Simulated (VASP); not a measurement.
Consider the following.

```yaml
crystal:
  lattice:
    - [-1.89652, 3.75633, 5.02918]
    - [1.89652, -3.75633, 5.02918]
    - [1.89652, 3.75633, -5.02918]
  atoms:
    - { symbol: Rb, position: [0.69437, 0.19437, 0.50000] }
    - { symbol: Rb, position: [0.30563, 0.80563, 0.50000] }
    - { symbol: Pd, position: [0.00000, 0.00000, 0.00000] }
    - { symbol: Se, position: [0.21267, 0.50000, 0.71267] }
    - { symbol: Se, position: [0.78733, 0.50000, 0.28733] }
```

All values below come from PBEsol GGA, VASP's PBE PAW potentials (set 64) (plane waves; VASP 6.6.1). Run with 400 eV cut-off, Gaussian smearing of 0.050 eV, potentials Rb_sv Pd Se.

Give the energies of bands 11 to 23 at the high-symmetry points, in eV from the valence-band maximum.

```json
[
 {"band": "11", "Γ": "-4.60", "X": "-4.79", "F2": "-4.52", "Y0": "-4.69", "R": "-4.64", "W": "-4.58", "S": "-4.47", "T": "-4.58"},
 {"band": "12", "Γ": "-4.32", "X": "-4.31", "F2": "-3.39", "Y0": "-4.31", "R": "-3.23", "W": "-3.37", "S": "-4.32", "T": "-3.28"},
 {"band": "13", "Γ": "-2.78", "X": "-2.88", "F2": "-3.23", "Y0": "-3.00", "R": "-3.08", "W": "-3.27", "S": "-2.96", "T": "-3.26"},
 {"band": "14", "Γ": "-2.01", "X": "-2.85", "F2": "-3.23", "Y0": "-2.59", "R": "-3.00", "W": "-2.81", "S": "-2.30", "T": "-2.90"},
 {"band": "15", "Γ": "-1.96", "X": "-1.89", "F2": "-2.36", "Y0": "-1.89", "R": "-2.78", "W": "-2.63", "S": "-1.88", "T": "-2.64"},
 {"band": "16", "Γ": "-1.88", "X": "-1.87", "F2": "-2.00", "Y0": "-1.85", "R": "-2.09", "W": "-2.09", "S": "-1.87", "T": "-2.09"},
 {"band": "17", "Γ": "-1.14", "X": "-1.54", "F2": "-1.91", "Y0": "-1.56", "R": "-1.92", "W": "-1.94", "S": "-1.15", "T": "-1.94"},
 {"band": "18", "Γ": "-1.04", "X": "-0.94", "F2": "-1.41", "Y0": "-0.95", "R": "-1.43", "W": "-1.42", "S": "-1.14", "T": "-1.41"},
 {"band": "19", "Γ": "-0.25", "X": "-0.40", "F2": "-1.17", "Y0": "-0.58", "R": "-1.24", "W": "-1.05", "S": "-0.99", "T": "-1.06"},
 {"band": "20", "Γ": "0.00", "X": "-0.10", "F2": "-0.21", "Y0": "-0.18", "R": "-0.03", "W": "-0.16", "S": "-0.27", "T": "-0.18"},
 {"band": "21", "Γ": "2.10", "X": "2.36", "F2": "1.92", "Y0": "2.32", "R": "2.04", "W": "1.21", "S": "2.25", "T": "1.24"},
 {"band": "22", "Γ": "2.25", "X": "3.73", "F2": "2.75", "Y0": "3.89", "R": "2.52", "W": "3.07", "S": "3.32", "T": "3.02"},
 {"band": "23", "Γ": "2.66", "X": "3.91", "F2": "3.59", "Y0": "3.90", "R": "3.79", "W": "3.84", "S": "3.70", "T": "4.23"}
]
```

The gap is indirect, 0.89 eV, from the valence maximum at Γ to the conduction minimum at W-S at 0.43.

The structure comes from a computed database's Rb2PdSe2 entry (Immm); how it stands against other phases isn't given here. It was relaxed first.
